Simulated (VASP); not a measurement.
## NaBi (space group P4/mmm): computed properties

These are PBEsol GGA, VASP's PBE PAW potentials (set 64) (plane waves; VASP) values and carry that method's errors.

| Item | Value |
|---|---|
| space group | P4/mmm (123) |
| cell | a = b = 3.3973 Å, c = 4.7982 Å, α = β = γ = 90.00° |
| volume per atom | 27.69 Å³/atom |
| band gap (over mesh and band path) | none (metal, semimetal or under 0.01 eV) |
| band gap with spin-orbit coupling | none (metallic) |
| density | 6.96 g/cm³ |

```yaml
crystal:
  lattice:
    - [3.39727, 0.00000, 0.00000]
    - [0.00000, 3.39727, 0.00000]
    - [0.00000, 0.00000, 4.79825]
  atoms:
    - { symbol: Na, position: [0.50000, 0.50000, 0.50000] }
    - { symbol: Bi, position: [0.00000, 0.00000, 0.00000] }
```

Unless said otherwise, spin-orbit coupling is left out, though it shifts the bands of the heavy elements here.

The structure comes from a computed database's NaBi entry (P4/mmm); how it stands against other phases isn't given here. It was relaxed first. Symmetry was kept, so distortions that lower it aren't found.
